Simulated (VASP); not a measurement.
Set up this calculation in VASP 6.6.1, as the native input.

* Task: band structure
* Functional: PBE0
* Potentials or basis: VASP PAW PBE potentials, release 64 (N, B)
* Cutoff: 520 eV
* k mesh: 8 × 8 × 4
* Occupations: gaussian, width 0.02 eV
* Spin: no spin polarisation
* Grid for exact exchange (PRECFOCK): Fast
* Exchange at q = 0: truncated
* Further INCAR settings: ALGO = Normal; EDIFF = 1e-07; NBANDS = 16

Crystal: BN.

```
CELL_PARAMETERS angstrom
2.49824 0.00000 0.00000
-1.24912 2.16354 0.00000
0.00000 0.00000 6.63570
ATOMIC_POSITIONS crystal
N 0.66667 0.33333 0.25000
N 0.33333 0.66667 0.75000
B 0.66667 0.33333 0.75000
B 0.33333 0.66667 0.25000
```

These files were run (other wordings do the same):

POSCAR

```
BN
1.0
    2.4982400000      0.0000000000      0.0000000000
   -1.2491200000      2.1635393048      0.0000000000
    0.0000000000      0.0000000000      6.6357000000
N B
2 2
Direct
    0.6666666667      0.3333333333      0.2500000000
    0.3333333333      0.6666666667      0.7500000000
    0.6666666667      0.3333333333      0.7500000000
    0.3333333333      0.6666666667      0.2500000000
```

INCAR.step1

```
SYSTEM = BN
  PREC = Accurate
  ENCUT = 520
  EDIFF = 1E-5
  ISMEAR = 0
  SIGMA = 0.02
  LREAL = .FALSE.
  LASPH = .TRUE.
  NELM = 100
  ALGO = Normal
  ISIF = 2
  LWAVE = .TRUE.
  LCHARG = .FALSE.
  NBANDS = 16
  GGA = PE
```

INCAR.step2

```
SYSTEM = BN
  PREC = Accurate
  ENCUT = 520
  EDIFF = 1E-7
  ISMEAR = 0
  SIGMA = 0.02
  LREAL = .FALSE.
  LASPH = .TRUE.
  NELM = 100
  ALGO = Normal
  ISIF = 2
  LWAVE = .FALSE.
  LCHARG = .FALSE.
  GGA = PE
  LHFCALC = .TRUE.
  AEXX = 0.25
  PRECFOCK = Fast
  HFRCUT = -1
  NBANDS = 16
  ISTART = 1
```

KPOINTS

```
Automatic mesh
0
G
  8 8 4
  0 0 0
```

KPOINTS_OPT

```
path GMKGALHA,LM,KH
8
line-mode
reciprocal
 0.0000000000  0.0000000000  0.0000000000  G
 0.5000000000  0.0000000000  0.0000000000  M

 0.5000000000  0.0000000000  0.0000000000  M
 0.3333333333  0.3333333333  0.0000000000  K

 0.3333333333  0.3333333333  0.0000000000  K
 0.0000000000  0.0000000000  0.0000000000  G

 0.0000000000  0.0000000000  0.0000000000  G
 0.0000000000  0.0000000000  0.5000000000  A

 0.0000000000  0.0000000000  0.5000000000  A
 0.5000000000  0.0000000000  0.5000000000  L

 0.5000000000  0.0000000000  0.5000000000  L
 0.3333333333  0.3333333333  0.5000000000  H

 0.3333333333  0.3333333333  0.5000000000  H
 0.0000000000  0.0000000000  0.5000000000  A

 0.5000000000  0.0000000000  0.5000000000  L
 0.5000000000  0.0000000000  0.0000000000  M

 0.3333333333  0.3333333333  0.0000000000  K
 0.3333333333  0.3333333333  0.5000000000  H
```

Potentials or basis: VASP PAW PBE potentials, release 64 (N, B).

Run with:

```bash
$ cat potpaw_PBE.64/N/POTCAR potpaw_PBE.64/B/POTCAR > POTCAR
$ cp INCAR.step1 INCAR
$ mpirun -np 1 vasp_std > vasp.out
$ cp INCAR.step2 INCAR
$ mpirun -np 1 vasp_std > vasp.out
```

Results of the run:

- Pressure: 0.2 GPa
- Band gap on the k mesh: 6.34 eV, indirect (least direct gap 6.84 eV)
- Band gap along the path: 6.32 eV, indirect (least direct gap 6.82 eV)

Caveat: the PAW data sets were made with another functional, which shifts forces and pressure a little; this functional lacks dispersion, which binds the layers, so the pressure and a relaxed spacing across them are unreliable.

It took 77 min on 1 thread of Intel(R) Xeon(R) Platinum 8259CL CPU @ 2.50GHz (Skylake/Cascade Lake), with other jobs on the host, peak memory 0.23 GiB.
